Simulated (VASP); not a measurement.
These are TPSS meta-GGA, VASP's PBE PAW potentials (set 64) (plane waves; VASP) values and carry that method's errors.

VASP ran on this input.

### POSCAR
```
C
1.0
  1.2330405303  -2.1356883497   0.0000000000
  1.2330405303   2.1356883497   0.0000000000
  0.0000000000   0.0000000000   8.7683240391
C
4
Cartesian
  0.0000000000   0.0000000000   2.1920810098
  0.0000000000   0.0000000000   6.5762430293
  1.2330405303   0.7118975404   2.1920810098
  1.2330405303  -0.7118975404   6.5762430293
```

KPOINTS:
```
K-points
0
G
 9 9 3
0 0 0
```

**INCAR**
```
ALGO=Normal
EDIFF=1E-6
EDIFFG=-0.02
ENCUT=520
IBRION=2
ISIF=3
ISMEAR=0
LASPH=T
LCHARG=F
LMIXTAU=T
LREAL=F
LWAVE=F
METAGGA=TPSS
NELM=100
NSW=60
PREC=Accurate
SIGMA=0.05
SYSTEM=C
```

POTCAR, in this order: C (PBE.64 set). Program: vasp_std.

Output

OUTCAR:
```
 ion  position               nearest neighbor table
   1  0.000  0.000  0.250-   3 1.42   3 1.42   3 1.42
   2  0.000  0.000  0.750-   4 1.42   4 1.42   4 1.42
   3  0.333  0.667  0.250-   1 1.42   1 1.42   1 1.42
   4  0.667  0.333  0.750-   2 1.42   2 1.42   2 1.42
  LATTYP: Found a hexagonal cell.
 ALAT       =     2.4660806306
 C/A-ratio  =     3.5555707021
 Subroutine PRICEL returns:
 Original cell was already a primitive cell.
 Subroutine GETGRP returns: Found 24 space group operations
The static configuration has the point symmetry D_3d.
 The point group associated with its full space group is D_6h.
The dynamic configuration has the point symmetry D_3d.
 Subroutine INISYM returns: Found 24 space group operations
 Subroutine IBZKPT returns following result:
 Found     24 irreducible k-points:

 Following reciprocal coordinates:
            Coordinates               Weight
  0.000000  0.000000  0.000000      1.000000
  0.111111  0.000000  0.000000      6.000000
  0.222222 -0.000000  0.000000      6.000000
  0.333333 -0.000000  0.000000      6.000000
  0.444444 -0.000000  0.000000      6.000000
  0.111111  0.111111  0.000000      6.000000
  0.222222  0.111111  0.000000     12.000000
  0.333333  0.111111  0.000000     12.000000
  0.444444  0.111111  0.000000      6.000000
  0.222222  0.222222  0.000000      6.000000
  0.333333  0.222222  0.000000     12.000000
  0.333333  0.333333  0.000000      2.000000
  0.000000  0.000000  0.333333      2.000000
  0.111111  0.000000  0.333333     12.000000
  0.222222 -0.000000  0.333333     12.000000
  0.333333 -0.000000  0.333333     12.000000
  0.444444 -0.000000  0.333333     12.000000
  0.111111  0.111111  0.333333     12.000000
  0.222222  0.111111  0.333333     24.000000
  0.333333  0.111111  0.333333     24.000000
...
```

### OSZICAR
```
       N       E                     dE             d eps       ncg     rms          rms(c)
DAV:   1     0.708222367354E+02    0.70822E+02   -0.78646E+03   576   0.121E+03
DAV:   2    -0.302682538342E+02   -0.10109E+03   -0.89626E+02   820   0.257E+02
DAV:   3    -0.356106296402E+02   -0.53424E+01   -0.52893E+01   700   0.615E+01
DAV:   4    -0.356736931691E+02   -0.63064E-01   -0.62998E-01   732   0.782E+00
DAV:   5    -0.356749165925E+02   -0.12234E-02   -0.12232E-02   696   0.105E+00    0.754E+00
DAV:   6    -0.419526688708E+02   -0.62778E+01   -0.18931E+01   576   0.637E+01    0.574E+00
DAV:   7    -0.420180357220E+02   -0.65367E-01   -0.27487E+00   620   0.228E+01    0.220E+00
DAV:   8    -0.423175775646E+02   -0.29954E+00   -0.99192E-01   660   0.903E+00    0.148E+00
DAV:   9    -0.422024233748E+02    0.11515E+00   -0.16690E-01   652   0.505E+00    0.106E+00
DAV:  10    -0.424111501057E+02   -0.20873E+00   -0.15607E-01   596   0.421E+00    0.213E-01
DAV:  11    -0.424168245243E+02   -0.56744E-02   -0.21868E-02   608   0.181E+00    0.929E-02
DAV:  12    -0.424367478446E+02   -0.19923E-01   -0.18110E-03   644   0.446E-01    0.638E-02
DAV:  13    -0.424355665049E+02    0.11813E-02   -0.19318E-03   596   0.360E-01    0.170E-02
DAV:  14    -0.424357411468E+02   -0.17464E-03   -0.15936E-04   720   0.131E-01    0.701E-03
DAV:  15    -0.424357631187E+02   -0.21972E-04   -0.65907E-05   632   0.114E-01    0.998E-03
DAV:  16    -0.424358857987E+02   -0.12268E-03   -0.54704E-05   636   0.842E-02    0.238E-03
DAV:  17    -0.424358872918E+02   -0.14931E-05   -0.11863E-06   624   0.123E-02    0.236E-03
DAV:  18    -0.424358905154E+02   -0.32236E-05   -0.31902E-07   448   0.553E-03    0.156E-03
DAV:  19    -0.424358905696E+02   -0.54227E-07   -0.46274E-07   436   0.719E-03
   1 F= -.42435891E+02 E0= -.42435031E+02  d E =-.424359E+02
```

File OUTCAR:
```
------------------------ aborting loop because EDIFF is reached ----------------------------------------
  FORCE on cell =-STRESS in cart. coord.  units (eV):
  Direction    XX          YY          ZZ          XY          YZ          ZX
  --------------------------------------------------------------------------------------
  Total       -0.0074507     -0.0074507      0.0176109      0.0000000      0.0000000      0.0000000
  in kB       -0.2584909     -0.2584908      0.6109862      0.0000000      0.0000000      0.0000000
  external PRESSURE =       0.0313348 kB  Pullay stress =       0.0000000 kB
  volume of cell :       46.18
      direct lattice vectors                 reciprocal lattice vectors
     1.233040530 -2.135688350  0.000000000     0.405501675 -0.234116555  0.000000000
     1.233040530  2.135688350  0.000000000     0.405501675  0.234116555  0.000000000
     0.000000000  0.000000000  8.768324039     0.000000000  0.000000000  0.114046880
 POSITION                                       TOTAL-FORCE (eV/Angst)
 -----------------------------------------------------------------------------------
      0.00000      0.00000      2.19208        -0.000000      0.000000     -0.000000
      0.00000      0.00000      6.57624        -0.000000     -0.000000     -0.000000
      1.23304      0.71190      2.19208        -0.000000      0.000000      0.000000
      1.23304     -0.71190      6.57624         0.000000     -0.000000      0.000000
 -----------------------------------------------------------------------------------
    total drift:                                0.000000     -0.000000      0.000000
  FREE ENERGIE OF THE ION-ELECTRON SYSTEM (eV)
  ---------------------------------------------------
  free  energy   TOTEN  =       -42.4358905696 eV

  energy  without entropy=      -42.4341706988  energy(sigma->0) =      -42.43503063

 reached required accuracy - stopping structural energy minimisation
```
(Selected blocks of OUTCAR.)

OUTCAR:
```
 val. band max:        2.6881748033   @ k =   0.3333   0.3333   0.0000

 cond. band min:       2.6887445625   @ k =   0.3333   0.3333   0.3333


 Fermi energy:         2.6886073809

 k-point     1 :       0.0000    0.0000    0.0000
  band No.  band energies     occupation
      1     -17.3430      2.00000
      2     -17.3180      2.00000
      3      -5.2697      2.00000
      4      -4.8939      2.00000
      5      -0.4336      2.00000
      6      -0.4335      2.00000
      7      -0.4328      2.00000
      8      -0.4328      2.00000
      9       6.0399      0.00000
     10       9.1553      0.00000
     11      11.3029      0.00000
     12      11.3059      0.00000

 k-point     2 :       0.1111    0.0000    0.0000
  band No.  band energies     occupation
      1     -17.0443      2.00000
      2     -17.0197      2.00000
      3      -4.9129      2.00000
      4      -4.5428      2.00000
      5      -1.5754      2.00000
      6      -1.5732      2.00000
      7      -1.0082      2.00000
      8      -1.0068      2.00000
      9       6.4240      0.00000
     10       9.5145      0.00000
     11      11.3185      0.00000
     12      11.3603      0.00000

 k-point     3 :       0.2222   -0.0000    0.0000
  band No.  band energies     occupation
      1     -16.1537      2.00000
      2     -16.1312      2.00000
      3      -4.1861      2.00000
      4      -4.1808      2.00000
      5      -3.8597      2.00000
      6      -3.5082      2.00000
      7      -2.1715      2.00000
      8      -2.1693      2.00000
      9       7.5759      0.00000
     10      10.4399      0.00000
     11      10.8848      0.00000
     12      11.0104      0.00000

 k-point     4 :       0.3333   -0.0000    0.0000
  band No.  band energies     occupation
      1     -14.6944      2.00000
      2     -14.6745      2.00000
      3      -7.1864      2.00000
      4      -7.1775      2.00000
      5      -3.2018      2.00000
      6      -3.1993      2.00000
...
```

Without a dispersion term in the relaxation, distances and binding between the weakly bound layers, chains or molecules are unreliable, and so is what depends on them.

The compound is C in the graphite structure. It was relaxed first, which changed the volume by +31 %. The k-mesh is coarse (spacing up to 0.33 per Å, 2π included), so the numbers may not be converged in it. The start is the result of an earlier pass.
